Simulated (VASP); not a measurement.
# CsPbCl3: from the relaxed cell to its vibrations, part 2 of 2

What lattice, stiffness and vibrations does CsPbCl3 have at one level of theory? The starting structure is a measured crystal structure from the Crystallography Open Database. All runs use PBEsol.

VASP 6.6.1.

So far. Step 3 (Elastic constants): The elastic tensor has C11 = 58.7, C12 = 8.0, C44 = 4.7 GPa; its Hill averages are a bulk modulus of 24.9 and a shear modulus of 10.0 GPa. Step 4 (Modes of the relaxed cell): The zone-centre modes at 35.544 Å³ an atom are T1u (3) 134.1, T1u (2) 51.8, T2u 19.7, T1u (1) -20.7 cm⁻¹.

## (5) Modes at 0.97 of that volume

Level of this step: PBEsol; plane waves and PAW (Pb_d, Cs_sv, Cl) (VASP).

Shape and positions were first relaxed at this volume, in a run that isn't shown.

Input file INCAR:

```
SYSTEM = CsPbCl3
PREC = Accurate
ENCUT = 500
EDIFF = 1E-08
NELM = 100
ISMEAR = 0
SIGMA = 0.03
LREAL = .FALSE.
ALGO = Normal
GGA = PS
NBANDS = 28
LORBIT = 11
LWAVE = .FALSE.
LCHARG = .FALSE.
KPAR = 8
IBRION = 8
LEPSILON = .TRUE.
LPEAD = .TRUE.
ISIF = 2
```

Input file POSCAR:

```
CsPbCl3
1.0
    5.5654996874      0.0000000000      0.0000000000
    0.0000000000      5.5654996874      0.0000000000
    0.0000000000      0.0000000000      5.5654996874
Pb Cs Cl
1 1 3
Direct
    0.5000000000      0.5000000000      0.5000000000
    0.0000000000      0.0000000000      0.0000000000
    0.5000000000      0.5000000000      0.0000000000
    0.5000000000      0.0000000000      0.5000000000
    0.0000000000      0.5000000000      0.5000000000
```

Input file KPOINTS:

```
Automatic mesh
0
Gamma
6 6 6
0 0 0
```

Potentials, in the order of the species: Pb_d, Cs_sv and Cl (PBE family, release 64).

The run is started by

```console
$ mpirun -np 8 vasp_std
```

What it wrote:

```text
[... set-up lines as in an earlier step ...]
 entering main loop
       N       E                     dE             d eps       ncg     rms          rms(c)
DAV:   1     0.408154731789E+03    0.40815E+03   -0.19138E+04  1120   0.140E+03
DAV:   2     0.338596864396E+02   -0.37430E+03   -0.35933E+03  1312   0.327E+02
DAV:   3    -0.168383226741E+02   -0.50698E+02   -0.50211E+02  1412   0.129E+02
DAV:   4    -0.189637649810E+02   -0.21254E+01   -0.21177E+01  1448   0.322E+01
[...]
DAV:  13    -0.183690149859E+02    0.12005E-06   -0.21492E-06  1656   0.157E-02    0.261E-03
DAV:  14    -0.183690151066E+02   -0.12069E-06   -0.83441E-07  1508   0.101E-02    0.711E-04
DAV:  15    -0.183690151005E+02    0.61173E-08   -0.63752E-08  1504   0.207E-03
   1 F= -.18369015E+02 E0= -.18369015E+02  d E =-.988521E-20
 Linear response reoptimize wavefunctions to high precision
DAV:   1    -0.183690150779E+02    0.22524E-07   -0.12611E-08  1216   0.611E-04
DAV:   2    -0.183690150779E+02    0.90949E-12   -0.71375E-10   836   0.205E-04
 Linear response to external field (no local field effect), progress :
[...]
RMM:  18    -0.203072370688E+00    0.11194E-08   -0.69194E-07  6961   0.153E-04    0.891E-08
 first order change of Fermi-energy   0.18528E-03
 force on displaced ion       3 direction 1 :  -0.046   0.000   0.000
 Born effective charge ion    3 direction 1 :  -0.710   0.000   0.000
 Linear response progress:
  Degree of freedom:   4/  4
       N       E                     dE             d eps       ncg     rms          rms(c)
RMM:   1    -0.208274499571E+00   -0.20827E+00   -0.66966E-03  4444   0.182E+00
RMM:   2    -0.202865578357E+00    0.54089E-02   -0.71681E-03  3709   0.531E-01    0.154E-01
RMM:   3    -0.203572014287E+00   -0.70644E-03   -0.12161E-03  3811   0.206E-01    0.663E-02
RMM:   4    -0.204200098111E+00   -0.62808E-03   -0.25840E-04  3740   0.882E-02    0.117E-02
[...]
RMM:  18    -0.204254601804E+00   -0.42361E-09   -0.22726E-07  4263   0.146E-04    0.128E-07
RMM:  19    -0.204254602047E+00   -0.24277E-09   -0.31455E-07  4296   0.146E-04    0.326E-07
RMM:  20    -0.204254601983E+00    0.63834E-10   -0.22511E-07  4333   0.146E-04    0.761E-08
 first order change of Fermi-energy  -0.50537E-03
 force on displaced ion       3 direction 3 :   0.000   0.000  -2.716
 Born effective charge ion    3 direction 3 :   0.000   0.000  -3.887
 Born effective charges drift removed
 Linear response finished
```

Run time: 11 min. Hardware: 8 MPI ranks of AMD EPYC 7R43, shared host; peak memory 7.3 GiB; 86 min of CPU time.

OUTCAR, selected parts (step 5):

```text
  Total        0.7802296      0.7802296      0.7802296     -0.0000000      0.0000000     -0.0000000
  in kB        7.2513777      7.2513777      7.2513777     -0.0000000      0.0000000     -0.0000000
  external PRESSURE =       7.2513777 kB  Pullay stress =       0.0000000 kB

 POSITION                                       TOTAL-FORCE (eV/Angst)
 -----------------------------------------------------------------------------------
      2.78275      2.78275      2.78275         0.000000      0.000000      0.000000
      0.00000      0.00000      0.00000         0.000000      0.000000      0.000000
      2.78275      2.78275      0.00000         0.000000      0.000000      0.000000
      2.78275      0.00000      2.78275         0.000000      0.000000      0.000000
      0.00000      2.78275      2.78275         0.000000      0.000000      0.000000
 -----------------------------------------------------------------------------------
    total drift:                                0.000000     -0.000000     -0.000000

 MACROSCOPIC STATIC DIELECTRIC TENSOR (including local field effects in DFT)
 ------------------------------------------------------
           4.125610     0.000000     0.000000
           0.000000     4.125610     0.000000
          -0.000000    -0.000000     4.125610
 ------------------------------------------------------

 MACROSCOPIC STATIC DIELECTRIC TENSOR IONIC CONTRIBUTION
 ------------------------------------------------------
           6.231326    -0.000000    -0.000000
           0.000000     6.231326     0.000000
          -0.000000     0.000000     6.231326
 ------------------------------------------------------

[... 1 part as in an earlier step ...]

[... 1 further part left out ...]
```

The zone-centre modes at 34.478 Å³ an atom are T1u (3) 154.6, T1u (2) 45.2, T2u 1.1, T1u (1) -18.4 cm⁻¹.

## (6) Modes at 1.03 of that volume

Shape and positions were first relaxed at this volume, in a run that isn't shown.

INCAR is that of step 5.

POSCAR, as its differences from that of step 5:

```diff
@@ -2,5 +2,5 @@
 1.0
-    5.5654996874      0.0000000000      0.0000000000
-    0.0000000000      5.5654996874      0.0000000000
-    0.0000000000      0.0000000000      5.5654996874
+    5.6779643251      0.0000000000      0.0000000000
+    0.0000000000      5.6779643251      0.0000000000
+    0.0000000000      0.0000000000      5.6779643251
 Pb Cs Cl
```

KPOINTS is that of step 5.

The run is started by

```console
$ mpirun -np 8 vasp_std
```

What it wrote:

```text
[... set-up lines as in an earlier step ...]
 entering main loop
       N       E                     dE             d eps       ncg     rms          rms(c)
DAV:   1     0.403080498147E+03    0.40308E+03   -0.18896E+04  1120   0.138E+03
DAV:   2     0.295191821456E+02   -0.37356E+03   -0.35948E+03  1388   0.323E+02
DAV:   3    -0.172379253901E+02   -0.46757E+02   -0.46396E+02  1364   0.123E+02
DAV:   4    -0.190739719159E+02   -0.18360E+01   -0.18289E+01  1512   0.317E+01
[...]
DAV:  14    -0.183684254522E+02   -0.31378E-07   -0.57137E-07  1348   0.905E-03    0.524E-04
DAV:  15    -0.183684254651E+02   -0.12894E-07   -0.64840E-08  1496   0.215E-03    0.217E-04
DAV:  16    -0.183684254633E+02    0.17690E-08   -0.16101E-08   952   0.804E-04
   1 F= -.18368425E+02 E0= -.18368425E+02  d E =-.158623E-17
 Linear response reoptimize wavefunctions to high precision
DAV:   1    -0.183684254788E+02   -0.15537E-07   -0.26892E-09   896   0.462E-04
DAV:   2    -0.183684254789E+02   -0.13642E-10   -0.38772E-10   764   0.163E-04
 Linear response to external field (no local field effect), progress :
[...]
RMM:  14    -0.202866669277E+00   -0.45462E-08   -0.84578E-08  6720   0.701E-05    0.139E-06
 first order change of Fermi-energy   0.33687E-03
 force on displaced ion       3 direction 1 :  -0.146   0.000   0.000
 Born effective charge ion    3 direction 1 :  -0.728   0.000   0.000
 Linear response progress:
  Degree of freedom:   4/  4
       N       E                     dE             d eps       ncg     rms          rms(c)
RMM:   1    -0.207953924419E+00   -0.20795E+00   -0.10253E-02  4428   0.179E+00
RMM:   2    -0.202595214364E+00    0.53587E-02   -0.65192E-03  3698   0.504E-01    0.141E-01
RMM:   3    -0.203235695883E+00   -0.64048E-03   -0.10554E-03  3780   0.190E-01    0.604E-02
RMM:   4    -0.203824917483E+00   -0.58922E-03   -0.23480E-04  3725   0.793E-02    0.114E-02
[...]
RMM:  13    -0.203869074700E+00   -0.11517E-07    0.21699E-08  4246   0.768E-05    0.534E-06
RMM:  14    -0.203869037522E+00    0.37178E-07    0.91112E-09  4300   0.654E-05    0.788E-07
RMM:  15    -0.203869033829E+00    0.36928E-08    0.65019E-09  4359   0.595E-05    0.109E-06
 first order change of Fermi-energy  -0.64348E-03
 force on displaced ion       3 direction 3 :  -0.000  -0.000  -1.478
 Born effective charge ion    3 direction 3 :   0.000   0.000  -3.788
 Born effective charges drift removed
 Linear response finished
```

It took 9.1 min on 8 MPI ranks; peak memory 7.7 GiB; 72 min of CPU time.

OUTCAR, selected parts (step 6):

```text
  Total       -0.8796791     -0.8796791     -0.8796791      0.0000000     -0.0000000     -0.0000000
  in kB       -7.6993998     -7.6993998     -7.6993998      0.0000000     -0.0000000     -0.0000000
  external PRESSURE =      -7.6993998 kB  Pullay stress =       0.0000000 kB

 POSITION                                       TOTAL-FORCE (eV/Angst)
 -----------------------------------------------------------------------------------
      2.83898      2.83898      2.83898         0.000000      0.000000      0.000000
      0.00000      0.00000      0.00000         0.000000      0.000000      0.000000
      2.83898      2.83898      0.00000         0.000000      0.000000      0.000000
      2.83898      0.00000      2.83898         0.000000      0.000000      0.000000
      0.00000      2.83898      2.83898         0.000000      0.000000      0.000000
 -----------------------------------------------------------------------------------
    total drift:                                0.000000     -0.000000     -0.000000

 MACROSCOPIC STATIC DIELECTRIC TENSOR (including local field effects in DFT)
 ------------------------------------------------------
           3.887922     0.000000    -0.000000
           0.000000     3.887922    -0.000000
           0.000000     0.000000     3.887922
 ------------------------------------------------------

 MACROSCOPIC STATIC DIELECTRIC TENSOR IONIC CONTRIBUTION
 ------------------------------------------------------
          10.565955    -0.000000     0.000000
          -0.000000    10.565955    -0.000000
           0.000000    -0.000000    10.565955
 ------------------------------------------------------

[... 1 part as in an earlier step ...]

[... 1 further part left out ...]
```

The zone-centre modes at 36.611 Å³ an atom are T1u (3) 112.7, T1u (2) 56.2, T2u 27.2, T1u (1) -23.7 cm⁻¹.

## (7) Comparison

```csv
run,volume (Å³/atom),T1u (3),T1u (2),T2u,T1u (1),core minutes
relaxation,35.544,-,-,-,-,2.11
elastic constants,35.544,-,-,-,-,170.0
modes of the relaxed cell,35.544,134.1,51.8,19.7,-20.7,72.9
modes at 0.97 of that volume,34.478,154.6,45.2,1.1,-18.4,89.1
modes at 1.03 of that volume,36.611,112.7,56.2,27.2,-23.7,72.5
```

Modes are in cm⁻¹, degenerate ones as one, matched by symmetry and order. A number in brackets counts the listed modes of one symmetry from the lowest. The symmetry labels come from an automatic analysis and can be wrong where levels nearly coincide. Core minutes are wall time times ranks of the run shown, on a shared host.

## (8) What came out

| Property | Result |
| --- | --- |
| relaxed volume | 35.54 Å³/atom |
| bulk modulus from two volumes | 25.3 GPa |
| Hill shear modulus | 9.99 GPa |
| mode T1u (3) | 134.1 cm⁻¹ |
| mode T1u (2) | 51.8 cm⁻¹ |
| mode T2u | 19.7 cm⁻¹ |
| mode T1u (1) | -20.7 cm⁻¹ |
| Grüneisen parameter of T1u (3) | 5.27 |
| Grüneisen parameter of T1u (2) | -3.66 |

At the PBEsol level CsPbCl3 relaxes to 35.54 Å³ an atom. The bulk modulus is 25.3 GPa from the pressures at two volumes and 24.9 GPa as the Hill average of the elastic tensor, so the two routes agree. The mode Grüneisen parameters, from the cells at 0.97 and 1.03 of the volume, run from -3.66 (T1u (2)) to 5.27 (T1u (3)). Levels that come within 1 cm⁻¹ of another or under 2 cm⁻¹, or whose frequency doesn't run one way with the volume, are left out of this. For T1u (2) the slope differs between compression and expansion, so this parameter is only a rough mean. Soft modes change by more than one parameter describes: T2u goes from 1.1 to 27.2 cm⁻¹ between the two cells; T1u (1) goes from -18.4 to -23.7 cm⁻¹ between the two cells. Imaginary modes appear in the modes of the relaxed cell, modes at 0.97 of that volume and modes at 1.03 of that volume, given as negative numbers, so the symmetric structure may be unstable. On the mesh of the mode run the relaxed cell still holds -0.09 GPa, so the volume, relaxed on a 4×4×4 mesh, is off by about 0.3 %, which bears on soft modes. The dielectric constants and Born charges in the logs aren't compared here; at a small gap they can be far off, and in a run without a gap they mean nothing. The frequencies are harmonic, and the splitting of polar modes by their long-range field is left out. All values are for a static lattice. Further runs on this material are not shown.

[Lines on the potential files, build, host, timing and source positions are cut from VASP's logs without a mark.]

[Logs are printed without paths, hosts, clocks, repeated set-up lines and the standing remarks that a program may print on its own settings, such as how far it seeks lower states.]

[Hosts, paths, dates, database ids (printed as entryN), source tags and the programs' standing remarks are cut or masked in the printed files.]
